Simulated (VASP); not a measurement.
Rh:

```
Rh
1.0
     0.00000    1.91480    1.91480
     1.91480    0.00000    1.91480
     1.91480    1.91480    0.00000
Rh
1
Direct
  0.00000 0.00000 0.00000
```

Base run:

| Quantity | Value |
| --- | --- |
| Program | VASP 6.6.1 |
| Functional | PBE |
| Potentials or basis | VASP PAW PBE potentials, release 64 (Rh_pv) |
| Cutoff | 300 eV |
| k mesh | 20 × 20 × 20 |
| Occupations | methfessel-paxton, width 0.1 eV |
| Spin | no spin polarisation |

Its results: band gap on the k mesh none (metal or under the smearing width); pressure -0.4 GPa.

Q: The run is repeated on the same cell with these changes: functional from PBE to r2SCAN; cutoff from 300 eV to 450 eV. What comes out?

A: Band gap on the k mesh none (metal or under the smearing width); pressure -5.3 GPa.

Caveats: the cutoff is under 1.25 times the usual one of these potentials, so pressure, stress and relaxed cells hold a basis-set (Pulay) error (some runs); the PAW data sets were made with another functional, which shifts forces and pressure a little (some runs).
